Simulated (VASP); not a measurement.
A convergence study with VASP on HgTe (zinc blende): one setting is varied, all else stays as given below, so the limit is that of these other settings. Each run relaxes cell and ions from the cell shown.

```yaml
crystal:
  lattice:
    - [0.00000, 3.23000, 3.23000]
    - [3.23000, 0.00000, 3.23000]
    - [3.23000, 3.23000, 0.00000]
  atoms:
    - { symbol: Hg, position: [0.00000, 0.00000, 0.00000] }
    - { symbol: Te, position: [0.25000, 0.25000, 0.25000] }
```

All values below come from PBE GGA, VASP's PBE PAW potentials (set 64) (plane waves; VASP 6.6.1). The tightest run used: 550 eV cut-off, 11×11×11 Γ-centred mesh, Gaussian smearing of 0.050 eV, potentials Hg Te.

```
setting     relaxed volume (Å³/atom)  E (eV/atom)  irreducible k-points
----------  ------------------------  -----------  --------------------
2×2×2 mesh                    42.407      -1.2860                     3
3×3×3 mesh                    38.106      -1.6936                     4
4×4×4 mesh                    37.202      -1.7865                     8
5×5×5 mesh                    36.947      -1.8118                    10
```

### Question
These are the cheaper rows. Estimate the results at 11×11×11 mesh, and how far the last row shown lies from them.

### Answer

| quantity | tightest run | last row shown is off by |
|---|---|---|
| relaxed volume (Å³/atom) | 36.801 | 0.146 |
| E (eV/atom) | -1.8251 | 0.0133 |

Left out are rungs that failed or repeat a setting and relaxations that didn't move; long series are thinned to 24 rows.

The compound is HgTe in the zinc blende structure.
